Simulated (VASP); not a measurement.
# Sn2GeO2 (P4mm) in VASP: notebook, part 2 of 2

VASP 6.6.1. The steps go on from the part before.

## 3. Relaxation of cell and atoms, PBE

This run uses another cell than the first one, of 18.78 Å³/atom, 0.979 times its volume.

Input file INCAR:

```
SYSTEM = Sn2GeO2
  PREC = Accurate
  ENCUT = 520
  EDIFF = 1E-7
  ISMEAR = 0
  SIGMA = 0.1
  LREAL = .FALSE.
  LASPH = .TRUE.
  NELM = 120
  ALGO = Normal
  ISIF = 3
  LWAVE = .FALSE.
  LCHARG = .FALSE.
  GGA = PE
  IBRION = 2
  NSW = 60
  EDIFFG = -0.005
  POTIM = 0.3
  KPAR = 4
```

Input file KPOINTS:

```
regular mesh
0
G
  8 8 6
  0 0 0
```

Input file POSCAR:

```
Sn2GeO2                                 
1.0
    3.8443275748      0.0000000000      0.0000000000
    0.0000000000      3.8443275748     -0.0000000000
    0.0000000000      0.0000000000      6.3552967107
  Sn              Ge              O             
     2     1     2
Direct
     0.5000000000000000    0.5000000000000000    0.8030943511171128
     0.0000000000000000    0.0000000000000000    0.4207873998259500
     0.5000000000000000    0.5000000000000000    0.2308123684410619
     0.5000000000000000    1.0000000000000000    0.6543459203079380
     1.0000000000000000    0.5000000000000000    0.6543459203079380
```

Potentials or basis: VASP PAW PBE potentials, release 64 (Sn_d, Ge_d, O).

Command:

```console
$ cat potpaw_PBE.64/Sn_d/POTCAR potpaw_PBE.64/Ge_d/POTCAR potpaw_PBE.64/O/POTCAR > POTCAR
$ mpirun -np 4 vasp_std > vasp.out
```

OUTCAR:

```text
SYSTEM = Sn2GeO2
   PREC = Accurate
   ENCUT = 520
   EDIFF = 1E-7
   ISMEAR = 0
   LREAL = .FALSE.
   LASPH = .TRUE.
   NELM = 120
   ISIF = 3
   GGA = PE
   IBRION = 2
   NSW = 60
   EDIFFG = -0.005
   POTIM = 0.3

 ion  position               nearest neighbor table
   1  0.500  0.500  0.803-   4 2.14   5 2.14   4 2.14   5 2.14   3 2.72   2 3.65   2 3.65   2 3.65
                             2 3.65
   2  0.000  0.000  0.421-   4 2.43   5 2.43   5 2.43   4 2.43   3 2.97   3 2.97   3 2.97   3 2.97
                             1 3.65   1 3.65   1 3.65   1 3.65
   3  0.500  0.500  0.231-   1 2.72   2 2.97   2 2.97   2 2.97   2 2.97
   4  0.500  0.000  0.654-   1 2.14   1 2.14   2 2.43   2 2.43
   5  0.000  0.500  0.654-   1 2.14   1 2.14   2 2.43   2 2.43

  LATTYP: Found a simple tetragonal cell.
 ALAT       =     3.8443275748
 C/A-ratio  =     1.6531621167

  Lattice vectors:

 A1 = (   3.8443275748,   0.0000000000,   0.0000000000)
 A2 = (   0.0000000000,   3.8443275748,   0.0000000000)
 A3 = (   0.0000000000,   0.0000000000,   6.3552967107)

Analysis of symmetry for initial positions (statically):
=====================================================================
 Subroutine PRICEL returns:
 Original cell was already a primitive cell.

 Routine SETGRP: Setting up the symmetry group for a
 simple tetragonal supercell.

 Subroutine GETGRP returns: Found  8 space group operations
 (whereof  8 operations were pure point group operations)
 out of a pool of 16 trial point group operations.

The static configuration has the point symmetry C_4v.

Analysis of symmetry for dynamics (positions and initial velocities):
=====================================================================
 Subroutine PRICEL returns:
 Original cell was already a primitive cell.

 Routine SETGRP: Setting up the symmetry group for a
 simple tetragonal supercell.

 Subroutine GETGRP returns: Found  8 space group operations
 (whereof  8 operations were pure point group operations)
 out of a pool of 16 trial point group operations.

The dynamic configuration has the point symmetry C_4v.

 Subroutine INISYM returns: Found  8 space group operations
 (whereof  8 operations are pure point group operations),
 and found     1 'primitive' translations

----------------------------------------------------------------------------------------

                                     Primitive cell

  volume of cell :      93.9240

  direct lattice vectors                    reciprocal lattice vectors
     3.844327575  0.000000000  0.000000000     0.260123515  0.000000000  0.000000000
     0.000000000  3.844327575  0.000000000     0.000000000  0.260123515  0.000000000
     0.000000000  0.000000000  6.355296711     0.000000000  0.000000000  0.157349066

[... 127 lines left out ...]
   NGX = 15   NGY = 15   NGZ = 23

--------------------------------------- Ionic step        1  -------------------------------------------

 number of electron      54.0000010 magnetization

 Free energy of the ion-electron system (eV)
  ---------------------------------------------------
  ext. energy  EPLUGINS =         0.00000000
  ---------------------------------------------------
  free energy    TOTEN  =       -25.81570940 eV

  energy without entropy =      -25.80569811  energy(sigma->0) =      -25.81070376

------------------------ aborting loop because EDIFF is reached ----------------------------------------

  FORCE on cell =-STRESS in cart. coord.  units (eV):
  Direction    XX          YY          ZZ          XY          YZ          ZX
  --------------------------------------------------------------------------------------
  -------------------------------------------------------------------------------------
  Total        0.0035788      0.0035788      0.0004210      0.0000000      0.0000000      0.0000000
  in kB        0.0610488      0.0610488      0.0071810      0.0000000      0.0000000      0.0000000
  external PRESSURE =       0.0430929 kB  Pullay stress =       0.0000000 kB

 VOLUME and BASIS-vectors are now :
 -----------------------------------------------------------------------------
  energy-cutoff  :      520.00
  volume of cell :       93.92
      direct lattice vectors                 reciprocal lattice vectors
     3.844327575  0.000000000  0.000000000     0.260123515  0.000000000  0.000000000
     0.000000000  3.844327575  0.000000000     0.000000000  0.260123515  0.000000000
     0.000000000  0.000000000  6.355296711     0.000000000  0.000000000  0.157349066

 POSITION                                       TOTAL-FORCE (eV/Angst)
 -----------------------------------------------------------------------------------
      1.92216      1.92216      5.10390         0.000000      0.000000      0.007862
      0.00000      0.00000      2.67423        -0.000000     -0.000000      0.000174
      1.92216      1.92216      1.46688         0.000000      0.000000     -0.003405
      1.92216      0.00000      4.15856        -0.000000     -0.000000     -0.002315
      0.00000      1.92216      4.15856         0.000000     -0.000000     -0.002315
 -----------------------------------------------------------------------------------
    total drift:                                0.000000      0.000000     -0.000426

  FREE ENERGIE OF THE ION-ELECTRON SYSTEM (eV)
  ---------------------------------------------------
  free  energy   TOTEN  =       -25.8157094005 eV

  energy  without entropy=      -25.8056981104  energy(sigma->0) =      -25.81070376

--------------------------------------- Ionic step        2  -------------------------------------------

 number of electron      54.0000010 magnetization

 Free energy of the ion-electron system (eV)
  ---------------------------------------------------
  ext. energy  EPLUGINS =         0.00000000
  ---------------------------------------------------
  free energy    TOTEN  =       -25.81571105 eV

  energy without entropy =      -25.80569933  energy(sigma->0) =      -25.81070519

 E-fermi :   6.6533     XC(G=0): -10.1223

 val. band max:        6.6504380365   @ k =   0.3750   0.1250   0.5000
 cond. band min:       6.6770548508   @ k =   0.1250   0.0000   0.5000
 fundamental gap:      0.0266168143
 Fermi energy:         6.6532926084

 k-point     1 :       0.0000    0.0000    0.0000
  band No.  band energies     occupation
      1     -18.0754      2.00000
      2     -18.0529      2.00000
      3     -18.0529      2.00000
      4     -18.0278      2.00000
      5     -18.0258      2.00000
      6     -15.8876      2.00000
[... 829 lines left out ...]
     31      10.5329      0.00000
     32      11.5664      0.00000

 [... further k-points ...]

------------------------ aborting loop because EDIFF is reached ----------------------------------------

  FORCE on cell =-STRESS in cart. coord.  units (eV):
  Direction    XX          YY          ZZ          XY          YZ          ZX
  --------------------------------------------------------------------------------------
  -------------------------------------------------------------------------------------
  Total       -0.0029264     -0.0029264     -0.0013859      0.0000000      0.0000000      0.0000000
  in kB       -0.0499173     -0.0499173     -0.0236395      0.0000000      0.0000000      0.0000000
  external PRESSURE =      -0.0411580 kB  Pullay stress =       0.0000000 kB

 VOLUME and BASIS-vectors are now :
 -----------------------------------------------------------------------------
  energy-cutoff  :      520.00
  volume of cell :       93.93
      direct lattice vectors                 reciprocal lattice vectors
     3.844407223  0.000000000  0.000000000     0.260118125  0.000000000  0.000000000
     0.000000000  3.844407223 -0.000000000     0.000000000  0.260118125 -0.000000000
     0.000000000  0.000000000  6.355312199     0.000000000  0.000000000  0.157348682

 POSITION                                       TOTAL-FORCE (eV/Angst)
 -----------------------------------------------------------------------------------
      1.92220      1.92220      5.10414         0.000000      0.000000      0.002458
      3.84441      3.84441      2.67424         0.000000      0.000000      0.000994
      1.92220      1.92220      1.46679         0.000000     -0.000000     -0.001434
      1.92220      3.84441      4.15851         0.000000     -0.000000     -0.001009
      0.00000      1.92220      4.15851         0.000000     -0.000000     -0.001009
 -----------------------------------------------------------------------------------
    total drift:                                0.000000      0.000000     -0.000773

  FREE ENERGIE OF THE ION-ELECTRON SYSTEM (eV)
  ---------------------------------------------------
  free  energy   TOTEN  =       -25.8157110520 eV

  energy  without entropy=      -25.8056993340  energy(sigma->0) =      -25.81070519

 reached required accuracy - stopping structural energy minimisation
```

Wall time 74 s (4 MPI ranks of Intel Xeon 6975P-C (Granite Rapids), shared host); peak memory 0.31 GiB.

What came out:

```yaml
Free_energy: -25.8157 eV
Energy_gained_by_relaxing: 0.0 meV/atom
Ionic_steps: 2
Pressure_after_relaxing: 0.0 GPa
Band_gap_on_the_k_mesh: none (metal or under the smearing width)
```

Forces on the atoms (eV/Å):
```
Sn   0.000  0.000  0.002
Sn   0.000  0.000  0.001
Ge   0.000  0.000 -0.001
O    0.000  0.000 -0.001
O    0.000  0.000 -0.001
```

Final structure:
```
Sn Ge O
1.0
     3.84441    0.00000    0.00000
     0.00000    3.84441    0.00000
     0.00000    0.00000    6.35531
Sn Ge O
2 1 2
Direct
  0.50000 0.50000 0.80313
  0.00000 0.00000 0.42079
  0.50000 0.50000 0.23080
  0.50000 0.00000 0.65434
  0.00000 0.50000 0.65434
```

## 4. Single point, r2SCAN

This run uses another cell than the first one, of 18.79 Å³/atom, 0.979 times its volume.

Input file INCAR:

```
SYSTEM = Sn2GeO2
  PREC = Accurate
  ENCUT = 520
  EDIFF = 1E-6
  ISMEAR = 0
  SIGMA = 0.1
  LREAL = .FALSE.
  LASPH = .TRUE.
  NELM = 150
  ALGO = Normal
  ISIF = 2
  LWAVE = .FALSE.
  LCHARG = .FALSE.
  METAGGA = R2SCAN
  LMIXTAU = .TRUE.
  NBANDS = 35
  KPAR = 4
```

KPOINTS is that of step 3.

Input file POSCAR:

```
Sn2GeO2                                 
1.0
    3.8444072230      0.0000000000      0.0000000000
    0.0000000000      3.8444072230     -0.0000000000
    0.0000000000      0.0000000000      6.3553121989
  Sn              Ge              O             
     2     1     2
Direct
     0.5000000000000000    0.5000000000000000    0.8031301592312786
     1.0000000000000000    1.0000000000000000    0.4207881903033535
     0.5000000000000000    0.5000000000000000    0.2307968594335817
     0.5000000000000000    1.0000000000000000    0.6543353755158935
     0.0000000000000000    0.5000000000000000    0.6543353755158935
```

Command:

```console
$ cat potpaw_PBE.64/Sn_d/POTCAR potpaw_PBE.64/Ge_d/POTCAR potpaw_PBE.64/O/POTCAR > POTCAR
$ mpirun -np 4 vasp_std > vasp.out
```

It took 2.8 min on 4 MPI ranks of Intel Xeon 6975P-C (Granite Rapids), shared host; peak memory 0.32 GiB.

The run converged. Its results:

```
Free energy            : -79.1861 eV
Pressure               : -3.9 GPa
Largest force          : 0.336 eV/Å
Band gap on the k mesh : none (metal or under the smearing width)
```

Forces on the atoms (eV/Å):
```
Sn   0.000  0.000 -0.336
Sn   0.000  0.000  0.052
Ge   0.000  0.000  0.016
O    0.000  0.000  0.134
O    0.000  0.000  0.134
```

Stress tensor (GPa, compression positive):
```
-4.05  0.00  0.00
 0.00 -4.05  0.00
 0.00  0.00 -3.71
```

Levels at points of the mesh, in eV from the Fermi level:
| k point | band 24 | band 25 | band 26 | band 27 | band 28 | band 29 | band 30 | band 31 |
| --- | --- | --- | --- | --- | --- | --- | --- | --- |
| (0.00, 0.00, 0.00) | -3.52 | -2.47 | -2.27 | -0.16 | 0.07 | 0.07 | 3.27 | 4.52 |
| (0.50, 0.00, 0.00) | -4.64 | -4.51 | -2.17 | 0.88 | 1.62 | 1.67 | 3.62 | 3.83 |
| (0.50, 0.50, 0.00) | -3.56 | -3.21 | -2.95 | -2.95 | -2.59 | 3.08 | 3.41 | 3.88 |
| (0.00, 0.00, 0.50) | -3.53 | -3.53 | -0.77 | -0.21 | -0.21 | 1.89 | 2.52 | 3.70 |
| (0.50, 0.00, 0.50) | -4.64 | -4.11 | -3.19 | 0.50 | 1.50 | 2.48 | 3.63 | 3.75 |
| (0.50, 0.50, 0.50) | -3.21 | -2.59 | -2.26 | -2.25 | -2.25 | 1.99 | 1.99 | 2.11 |

Caveat: the PAW data sets were made with another functional, which shifts forces and pressure a little.
